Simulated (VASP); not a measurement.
These are r2SCAN meta-GGA, VASP's PBE PAW potentials (set 64) (plane waves; VASP) values and carry that method's errors.

VASP ran on this input.

**POSCAR**
```
KF
1
    0.0000000000     2.6589489992     2.6589489992
    2.6589489992     0.0000000000     2.6589489992
    2.6589489992     2.6589489992    -0.0000000000
K F
1 1
Direct
  0.0000000000   0.0000000000   0.0000000000
  0.5000000000   0.5000000000   0.5000000000
```

File KPOINTS:
```
Automatic mesh
0
Gamma
10 10 10
0 0 0
```

KPOINTS_OPT:
```
k-points along high-symmetry lines
10
Line-mode
Reciprocal
  0.000000   0.000000   0.000000 ! GAMMA
  0.500000   0.000000   0.500000 ! X

  0.500000   0.000000   0.500000 ! X
  0.625000   0.250000   0.625000 ! U

  0.375000   0.375000   0.750000 ! K
  0.000000   0.000000   0.000000 ! GAMMA

  0.000000   0.000000   0.000000 ! GAMMA
  0.500000   0.500000   0.500000 ! L

  0.500000   0.500000   0.500000 ! L
  0.500000   0.250000   0.750000 ! W

  0.500000   0.250000   0.750000 ! W
  0.500000   0.000000   0.500000 ! X
```

### INCAR
```
SYSTEM = KF
PREC = Accurate
ENCUT = 520
EDIFF = 1E-7
NELM = 100
ALGO = Normal
LREAL = .FALSE.
LASPH = .TRUE.
ISMEAR = -5
METAGGA = R2SCAN
LMIXTAU = .TRUE.
LWAVE = .FALSE.
LCHARG = .FALSE.
LORBIT = 11
NEDOS = 601
ISIF = 2
```

POTCAR, in this order: K_sv F (PBE.64 set). Program: vasp_std.

What VASP printed:

**OUTCAR**
```
 ion  position               nearest neighbor table
   1  0.000  0.000  0.000-   2 2.66   2 2.66   2 2.66   2 2.66   2 2.66   2 2.66
   2  0.500  0.500  0.500-   1 2.66   1 2.66   1 2.66   1 2.66   1 2.66   1 2.66
  LATTYP: Found a face centered cubic cell.
 ALAT       =     5.3178979984
 Subroutine PRICEL returns:
 Original cell was already a primitive cell.
 Subroutine GETGRP returns: Found 48 space group operations
The static configuration has the point symmetry O_h .
The dynamic configuration has the point symmetry O_h .
 Subroutine INISYM returns: Found 48 space group operations
 Subroutine IBZKPT returns following result:
 Found     47 irreducible k-points:

 Following reciprocal coordinates:
            Coordinates               Weight
  0.000000  0.000000  0.000000      1.000000
  0.100000  0.000000  0.000000      8.000000
  0.200000  0.000000  0.000000      8.000000
  0.300000  0.000000  0.000000      8.000000
  0.400000  0.000000  0.000000      8.000000
  0.500000  0.000000  0.000000      4.000000
  0.100000  0.100000  0.000000      6.000000
  0.200000  0.100000  0.000000     24.000000
  0.300000  0.100000  0.000000     24.000000
...
```

### OSZICAR
```
       N       E                     dE             d eps       ncg     rms          rms(c)
DAV:   1     0.103666396496E+03    0.10367E+03   -0.86870E+03  1128   0.133E+03
DAV:   2    -0.160659902594E+02   -0.11973E+03   -0.11167E+03  1432   0.344E+02
DAV:   3    -0.207182085878E+02   -0.46522E+01   -0.46270E+01  1464   0.632E+01
DAV:   4    -0.208805083933E+02   -0.16230E+00   -0.16217E+00  1740   0.102E+01
DAV:   5    -0.208820259940E+02   -0.15176E-02   -0.15176E-02  1456   0.111E+00    0.593E+00
DAV:   6    -0.152634162699E+02    0.56186E+01   -0.27887E+00  1560   0.196E+01    0.234E+00
DAV:   7    -0.149467374077E+02    0.31668E+00   -0.85798E-01  1732   0.117E+01    0.182E+00
DAV:   8    -0.159314162306E+02   -0.98468E+00   -0.56111E-01  1640   0.965E+00    0.925E-01
DAV:   9    -0.145818074483E+02    0.13496E+01   -0.32409E-01  1140   0.656E+00    0.709E-01
DAV:  10    -0.149857258503E+02   -0.40392E+00   -0.24624E-01  1152   0.559E+00    0.192E-01
DAV:  11    -0.150493823201E+02   -0.63656E-01   -0.81445E-03  1820   0.108E+00    0.245E-01
DAV:  12    -0.150373757690E+02    0.12007E-01   -0.25160E-04  1472   0.209E-01    0.252E-01
DAV:  13    -0.149725051941E+02    0.64871E-01   -0.24457E-02  1140   0.237E+00    0.219E-01
DAV:  14    -0.149719518884E+02    0.55331E-03   -0.36215E-04  1384   0.239E-01    0.202E-01
DAV:  15    -0.149726298637E+02   -0.67798E-03   -0.19439E-04  1176   0.213E-01    0.184E-01
DAV:  16    -0.149727998306E+02   -0.16997E-03   -0.12379E-03  1160   0.395E-01    0.106E-01
DAV:  17    -0.149729271404E+02   -0.12731E-03   -0.62919E-05  1340   0.103E-01    0.929E-02
DAV:  18    -0.149728899948E+02    0.37146E-04   -0.70321E-05  1332   0.861E-02    0.573E-02
DAV:  19    -0.149729099375E+02   -0.19943E-04   -0.37663E-05  1192   0.826E-02    0.253E-02
DAV:  20    -0.149729194641E+02   -0.95265E-05   -0.69481E-06  1292   0.272E-02    0.146E-02
DAV:  21    -0.149729260814E+02   -0.66174E-05   -0.25373E-06  1324   0.190E-02    0.583E-03
DAV:  22    -0.149729280038E+02   -0.19223E-05   -0.15245E-06  1244   0.123E-02    0.110E-03
DAV:  23    -0.149729284535E+02   -0.44973E-06   -0.32663E-07  1196   0.741E-03    0.117E-03
DAV:  24    -0.149729282641E+02    0.18942E-06   -0.61424E-08  1004   0.287E-03    0.601E-04
DAV:  25    -0.149729283757E+02   -0.11162E-06   -0.11851E-08   716   0.147E-03    0.514E-04
DAV:  26    -0.149729282549E+02    0.12079E-06   -0.97050E-09   656   0.144E-03    0.129E-04
DAV:  27    -0.149729282425E+02    0.12400E-07   -0.20722E-09   648   0.633E-04
   1 F= -.14972928E+02 E0= -.14972928E+02  d E =0.000000E+00
       N       E                     dE             ncg
       N       E                     dE             ncg
```

File OUTCAR:
```
------------------------ aborting loop because EDIFF is reached ----------------------------------------
  FORCE on cell =-STRESS in cart. coord.  units (eV):
  Direction    XX          YY          ZZ          XY          YZ          ZX
  --------------------------------------------------------------------------------------
  Total       -0.0077912     -0.0077912     -0.0077912      0.0000000      0.0000000     -0.0000000
  in kB       -0.3320123     -0.3320123     -0.3320123      0.0000000      0.0000000     -0.0000000
  external PRESSURE =      -0.3320123 kB  Pullay stress =       0.0000000 kB
  volume of cell :       37.60
      direct lattice vectors                 reciprocal lattice vectors
     0.000000000  2.658948999  2.658948999    -0.188044224  0.188044224  0.188044224
     2.658948999  0.000000000  2.658948999     0.188044224 -0.188044224  0.188044224
     2.658948999  2.658948999  0.000000000     0.188044224  0.188044224 -0.188044224
  FREE ENERGIE OF THE ION-ELECTRON SYSTEM (eV)
  ---------------------------------------------------
  free  energy   TOTEN  =       -14.9729282425 eV

  energy  without entropy=      -14.9729282425  energy(sigma->0) =      -14.97292824

 total charge

# of ion       s       p       d       tot
------------------------------------------
    1        1.960   5.689   0.030   7.679
    2        1.734   4.381   0.000   6.114
--------------------------------------------------
tot          3.694  10.070   0.030  13.794
```
(Selected blocks of OUTCAR.)

The compound is KF in the rock salt structure. It was relaxed first.
